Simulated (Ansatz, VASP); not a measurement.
# Ge (Germanium) in two plane-wave programs, part 3 of 3

Aim: how closely do two programs agree when they are given the same cell, functional and k mesh? The cell is taken from a series of runs on this material, whose earlier steps may have relaxed, scaled, displaced or heated it; both programs get it as it stands.

VASP 6.6.1 and Ansatz 0.2.0.

So far: Starting point; Ansatz: zone-centre phonons, LDA; VASP: zone-centre phonons, LDA.

This is not the structure that Ge takes at ambient pressure and room temperature (diamond type); it is a model or a phase of other conditions.

**3. VASP: zone-centre phonons, LDA (continued)**

Level of this step: LDA; plane waves and PAW (Ge_d) (VASP).

Numbers of over 12 decimals in the logs are rounded to 6 here.

Parts of OUTCAR (step 3):

```text
ion  position               nearest neighbor table
   1  0.500  0.500  0.500-   2 2.46   2 2.46   2 2.46   2 2.47
   2  0.750  0.750  0.750-   1 2.46   1 2.46   1 2.46   1 2.47

  LATTYP: Found a body centered tetragonal cell.
 ALAT       =     4.0942401198
 C/A-ratio  =     1.3408477328

 Subroutine GETGRP returns: Found  4 space group operations
 (whereof  2 operations were pure point group operations)

The static configuration has the point symmetry C_1h.
 The point group associated with its full space group is C_2h.

   k-points           NKPTS =   1728   k-points in BZ     NKDIM =   1728   number of bands    NBANDS=     20

   dimension x,y,z NGX =    30 NGY =   30 NGZ =   30
   dimension x,y,z NGXF=    60 NGYF=   60 NGZF=   60

   ENCUT  =  500.0 eV  36.75 Ry    6.06 a.u.   7.27  7.27  7.46*2*pi/ulx,y,z

   NELECT =      28.0000    total number of electrons

 k-points in reciprocal lattice and weights: Points of the shifted mesh
   0.04166667  0.04166667  0.04166667       0.001
   0.04166667  0.04166667  0.12500000       0.001
   0.04166667  0.04166667  0.20833333       0.001
   0.04166667  0.04166667  0.29166667       0.001
   0.04166667  0.04166667  0.37500000       0.001
   0.04166667  0.04166667  0.45833333       0.001
   0.04166667  0.04166667  0.54166667       0.001
   0.04166667  0.04166667  0.62500000       0.001
   0.04166667  0.04166667  0.70833333       0.001
[...]
0.95833333  0.95833333  0.87500000       0.001
   0.95833333  0.95833333  0.95833333       0.001

 average (electrostatic) potential at core
       1 -75.5494       2 -75.5494

  Total       -0.9947718     -0.9947718      0.0112360     -0.0163426     -0.0078222     -0.0078221
  in kB      -34.6389441    -34.6389441      0.3912501     -0.5690645     -0.2723762     -0.2723739
  external PRESSURE =     -22.9622127 kB  Pullay stress =       0.0000000 kB

  energy-cutoff  :      500.00
  volume of cell :       46.01
      direct lattice vectors                 reciprocal lattice vectors
     0.000000000  2.895064952  2.744876291    -0.172707697  0.172707697  0.182157572
     2.895064952  0.000000000  2.744876291     0.172707697 -0.172707697  0.182157572
     2.895064952  2.895064952  0.000000000     0.172707697  0.172707697 -0.182157572

 POSITION                                       TOTAL-FORCE (eV/Angst)
 -----------------------------------------------------------------------------------
      2.89498      2.89498      2.74440         0.000164      0.000164      0.000079
      4.34268      4.34268      4.11779        -0.000164     -0.000164     -0.000079
 -----------------------------------------------------------------------------------
    total drift:                                0.000000      0.000000      0.000000

 Eigenvectors and eigenvalues of the dynamical matrix
 ----------------------------------------------------

   1 f  =    8.505881 THz    53.444024 2PiTHz  283.725638 cm-1    35.177480 meV
             X         Y         Z           dx          dy          dz
      2.894978  2.894978  2.744396     0.496948    0.496948    0.078010
      4.342685  4.342685  4.117795    -0.496948   -0.496948   -0.078010

   2 f  =    8.432925 THz    52.985632 2PiTHz  281.292108 cm-1    34.875761 meV
             X         Y         Z           dx          dy          dz
      2.894978  2.894978  2.744396     0.055161    0.055161   -0.702790
      4.342685  4.342685  4.117795    -0.055161   -0.055161    0.702790

   3 f  =    8.424426 THz    52.932227 2PiTHz  281.008589 cm-1    34.840609 meV
             X         Y         Z           dx          dy          dz
      2.894978  2.894978  2.744396    -0.500000    0.500000   -0.000000
      4.342685  4.342685  4.117795     0.500000   -0.500000    0.000000

   4 f  =    0.000000 THz     0.000001 2PiTHz    0.000004 cm-1     0.000000 meV
             X         Y         Z           dx          dy          dz
      2.894978  2.894978  2.744396     0.007951   -0.661066    0.250856
      4.342685  4.342685  4.117795     0.007951   -0.661066    0.250856

   5 f/i=    0.000000 THz     0.000000 2PiTHz    0.000002 cm-1     0.000000 meV
             X         Y         Z           dx          dy          dz
      2.894978  2.894978  2.744396     0.705872   -0.007127   -0.041156
      4.342685  4.342685  4.117795     0.705872   -0.007127   -0.041156

   6 f/i=    0.000000 THz     0.000001 2PiTHz    0.000004 cm-1     0.000000 meV
             X         Y         Z           dx          dy          dz
      2.894978  2.894978  2.744396     0.041005    0.250881    0.659831
      4.342685  4.342685  4.117795     0.041005    0.250881    0.659831

 ELASTIC MODULI CONTR FROM IONIC RELAXATION (kBar)
 Direction    XX          YY          ZZ          XY          YZ          ZX
 --------------------------------------------------------------------------------
 XX          -0.0694      0.0324     -0.0152      0.8854     -1.0272      3.3765
 YY           0.0324     -0.0694     -0.0152      1.7348      2.8854     -1.3938
 ZZ          -0.0152     -0.0152     -0.0143      1.5462      0.4301      0.6231
 XY           0.8854      1.7348      1.5462   -216.6755      3.5907     -0.9934
 YZ          -1.0272      2.8854      0.4301      3.5907   -182.8291      6.8065
 ZX           3.3765     -1.3938      0.6231     -0.9934      6.8065   -185.0565
 --------------------------------------------------------------------------------
```

**4. Differences**

Known differences besides the potentials themselves: the two LDA forms differ slightly; the cutoff is 420 eV in Ansatz and 500 eV in VASP; VASP's log shows a relativistic correction to its local exchange, Ansatz's none. Total energies have different zeros and are not compared.

Compared:

```
             quantity  Ansatz   VASP  difference
optical mode 1 (cm⁻¹)   279.3  281.0     -0.61 %
optical mode 2 (cm⁻¹)   280.0  281.3     -0.46 %
optical mode 3 (cm⁻¹)   282.1  283.7     -0.59 %
```

Modes are paired by rising frequency, not by their patterns, so a pair may set unlike modes beside each other; they are those without the splitting of longitudinal modes.

**5. Results**

```json
{"r.m.s. difference of the optical zone-centre modes, each program's sorted by frequency (zone-centre phonons, LDA)": "1.6 cm⁻¹", "difference in optical mode 1 (zone-centre phonons, LDA)": "-0.6 %"}
```

In words: The r.m.s. difference of the optical zone-centre modes, each program's sorted by frequency is 1.6 cm⁻¹ (zone-centre phonons, LDA). Among the rows given in per cent, the largest difference of the zone-centre phonons, LDA pair is in optical mode 1, -0.6 %. How closely two codes agree says nothing of how well the functional describes the real material.

[Lines on the potential files, build, host, timing and source positions are cut from VASP's logs without a mark.]

[Logs are printed without paths, hosts, clocks, repeated set-up lines and the standing remarks that a program may print on its own settings, such as how far it seeks lower states.]

[Hosts, paths, dates, database ids (printed as entryN), source tags and the programs' standing remarks are cut or masked in the printed files.]
